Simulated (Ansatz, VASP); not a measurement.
# SnOs: VASP beside Ansatz, part 2 of 2

Wanted: the spread between two codes on one cell, functional and k mesh. The cell is generated by rule, not measured, and may not be a known phase. The cell is taken from a series of runs on this material, whose earlier steps may have relaxed, scaled, displaced or heated it; both programs get it as it stands.

VASP 6.6.1 and Ansatz 0.2.0.

So far: Set-up; VASP: relaxation of cell and atoms, PBE; Ansatz: relaxation of cell and atoms, PBE; Comparison.

### 5. VASP: zone-centre phonons, PBE

Level of this step: PBE; plane waves and PAW (Sn_d, Os); invented cell (VASP).

Second derivatives magnify differences that forces hide, and they need a tight electronic threshold.

Contents of INCAR:

```
SYSTEM = SnOs
PREC = Accurate
ENCUT = 600
EDIFF = 1E-08
NELM = 120
ISMEAR = 1
SIGMA = 0.15
LREAL = .FALSE.
ALGO = Normal
GGA = PE
NBANDS = 17
LASPH = .TRUE.
LORBIT = 11
LWAVE = .FALSE.
LCHARG = .FALSE.
ISIF = 2
IBRION = 8
GGA_COMPAT = .FALSE.
KPAR = 2
```

Contents of POSCAR:

```
SnOs
1.0
    3.2538998202      0.0000000000      0.0000000000
    0.0000000000      3.2538998202      0.0000000000
    0.0000000000      0.0000000000      3.2538998202
Sn Os
1 1
Direct
    0.5000000000      0.5000000000      0.5000000000
    0.0000000000      0.0000000000      0.0000000000
```

Contents of KPOINTS:

```
Automatic mesh
0
Gamma
12 12 12
0 0 0
```

PAW data sets: Sn_d and Os (PBE family, release 64).

Command:

```sh
mpirun -np 2 vasp_std
```

Numbers of over 12 decimals in the logs are rounded to 6 here.

What it wrote:

```text
[... set-up lines as in an earlier step ...]
 entering main loop
       N       E                     dE             d eps       ncg     rms          rms(c)
DAV:   1     0.169075601375E+03    0.16908E+03   -0.12402E+04  2923   0.213E+03
DAV:   2     0.131260369640E+01   -0.16776E+03   -0.16304E+03  2939   0.463E+02
DAV:   3    -0.142922999273E+02   -0.15605E+02   -0.15263E+02  3315   0.121E+02
DAV:   4    -0.146875386753E+02   -0.39524E+00   -0.39431E+00  3377   0.195E+01
[...]
DAV:  13    -0.142393402920E+02    0.24316E-06   -0.52599E-08  3111   0.207E-03    0.429E-04
DAV:  14    -0.142393402565E+02    0.35528E-07   -0.17300E-09  1622   0.340E-04    0.107E-04
DAV:  15    -0.142393402531E+02    0.34352E-08   -0.25229E-10  1525   0.174E-04
   1 F= -.14239340E+02 E0= -.14239597E+02  d E =0.769938E-03
 Linear response reoptimize wavefunctions to high precision
DAV:   1    -0.142393402559E+02   -0.27921E-08   -0.64789E-11  1548   0.888E-05
DAV:   2    -0.142393402559E+02   -0.18645E-10   -0.17432E-11  1487   0.452E-05
 Linear response DOF=           2
 Linear response progress:
[...]
RMM:  14    -0.212655590508E+00    0.45047E-07    0.31668E-08 13181   0.499E-05    0.137E-06
RMM:  15    -0.212655555421E+00    0.35087E-07    0.19549E-08 12563   0.391E-05    0.237E-07
RMM:  16    -0.212655564021E+00   -0.85994E-08    0.79549E-09  7881   0.320E-05    0.442E-07
 first order change of Fermi-energy  -0.69065E-03
 force on displaced ion       1 direction 1 :  -5.500  -0.000   0.000
 Linear response progress:
  Degree of freedom:   2/  2
       N       E                     dE             d eps       ncg     rms          rms(c)
RMM:   1    -0.217959919119E+00   -0.21796E+00   -0.10940E-01 12497   0.188E+00
RMM:   2    -0.218070174089E+00   -0.11025E-03   -0.17065E-03 11376   0.305E-01    0.138E-01
RMM:   3    -0.217988183698E+00    0.81990E-04   -0.15911E-04 12586   0.910E-02    0.819E-02
RMM:   4    -0.218236188031E+00   -0.24800E-03   -0.18713E-04 12545   0.957E-02    0.117E-02
[...]
RMM:  10    -0.218224691854E+00    0.15199E-07    0.82603E-10 13557   0.482E-05    0.876E-06
RMM:  11    -0.218224720280E+00   -0.28426E-07   -0.10785E-09 13058   0.233E-05    0.207E-06
RMM:  12    -0.218224723078E+00   -0.27973E-08    0.64039E-10 12420   0.177E-05    0.138E-07
 first order change of Fermi-energy   0.16204E-02
 force on displaced ion       2 direction 1 :  -5.519  -0.000   0.000
 Linear response finished
```

From OUTCAR (step 5):

```text
  Total        0.0203170      0.0203170      0.0203170      0.0000000     -0.0000000      0.0000000
  in kB        0.9448395      0.9448395      0.9448395      0.0000000     -0.0000000      0.0000000
  external PRESSURE =       0.9448395 kB  Pullay stress =       0.0000000 kB

 POSITION                                       TOTAL-FORCE (eV/Angst)
 -----------------------------------------------------------------------------------
      1.62695      1.62695      1.62695         0.000000      0.000000      0.000000
      0.00000      0.00000      0.00000         0.000000      0.000000      0.000000
 -----------------------------------------------------------------------------------
    total drift:                                0.000000      0.000000      0.000000

[... 1 part as in an earlier step ...]

[... 1 further part left out ...]
```

### 6. Ansatz: zone-centre phonons, PBE

The same cell, functional, mesh and smearing now go to Ansatz, which takes its cutoff from its data sets.

The cell is taken from a series of runs on this material, whose earlier steps may have relaxed, scaled, displaced or heated it; both programs get it as it stands.

Contents of input.yaml:

```yaml
crystal:
  lattice:
    - [3.2538998202, 0.0, 0.0]
    - [0.0, 3.2538998202, 0.0]
    - [0.0, 0.0, 3.2538998202]
  atoms:
    - { symbol: Sn, position: [0.5, 0.5, 0.5] }
    - { symbol: Os, position: [0.0, 0.0, 0.0] }
kpoints:
  mp_grid: { grid: [12, 12, 12] }
hamiltonian:
  xc: pbe
  pseudopotentials: { kind: nc }
scf:
  occupations: { method: methfessel_paxton, width: 0.15 }
output:
  eigenvalues: true
phonons:
  method: dfpt
```

Command:

```sh
ansatz run input.yaml --threads 4 --pin off --max-ram 7168MiB --backend cpu --events-out ev --progress --plain --runs-dir out
```

What it wrote:

```text
[...]
Crystal: 2 atoms, lattice volume = 34.452 Å³
Basis set: ecut = 1006.821291 eV, 2517 PW (Γ), exchange–correlation on 72×72×72 points (8 copies of the dense FFT grid, shifted against one another)
Bands: 19, of which v1, the nominal top of the filled ones, is band 15 counted from 1 (14 counted from 0)
Symmetry: 48 space group operations
k-points: 196 of 1728 (irreducible under 8 space group operations, time reversal used)
[...]
k mesh reduced under 8 symmetry operations, with k and −k counted as one. Each operation leaves every solved perturbation unchanged. A smaller set is not used because it would not reduce the number of displacements times k-points to solve
  ASR residual: 9.689e-5 → 0.000e0 eV/Å²; symmetrization residual: 2.466e-5 eV/Å²
  ASR residual per site (eV/Å²): 7.00e-5 9.69e-5
  Γ frequencies (cm⁻¹): 0.00 0.00 0.00 142.97 142.97 142.97
  non-analytic LO–TO correction: not included (Born effective charges unavailable; polar crystals: no LO–TO splitting at Γ)
[key lines of the parts left out:]
SCF converged after 9 iterations
Free energy (F): -4958.270971 eV
Fermi energy:    19.856115 eV
```

### 7. Side by side

What differs besides the data sets and the points named for the pairs above, as far as they apply: the data sets hold 30 valence electrons in Ansatz (on its NC files) and 22 in VASP. Total energies have different zeros and are not compared.

The two programs side by side:

```tsv
quantity	Ansatz	VASP	difference
optical mode 1 to 3 (cm⁻¹)	143.0	143.1	-0.12 %
```

Modes are paired by rising frequency, not by their patterns, so a pair may set unlike modes beside each other; they are those without the splitting of longitudinal modes.

### 8. Results

```json
{"difference in volume (relaxation of cell and atoms, PBE)": "-0.041 %", "r.m.s. difference of the optical zone-centre modes, each program's sorted by frequency (zone-centre phonons, PBE)": "0.17 cm⁻¹"}
```

The difference in volume is -0.041 % (relaxation of cell and atoms, PBE), within the 1.2 % picked in this series as the mark of a large difference, as far as the stopping tolerances let one tell. The data sets hold unlike numbers of valence electrons (30 in Ansatz and 22 in VASP), so part of the differences comes from the potentials. Such differences can come from data sets, numerical settings and the points named under the comparisons, not from the functional's error against experiment.

[Lines on the potential files, build, host, timing and source positions are cut from VASP's logs without a mark.]

[Logs are printed without paths, hosts, clocks, repeated set-up lines and the standing remarks that a program may print on its own settings, such as how far it seeks lower states.]

[Hosts, paths, dates, database ids (printed as entryN), source tags and the programs' standing remarks are cut or masked in the printed files.]
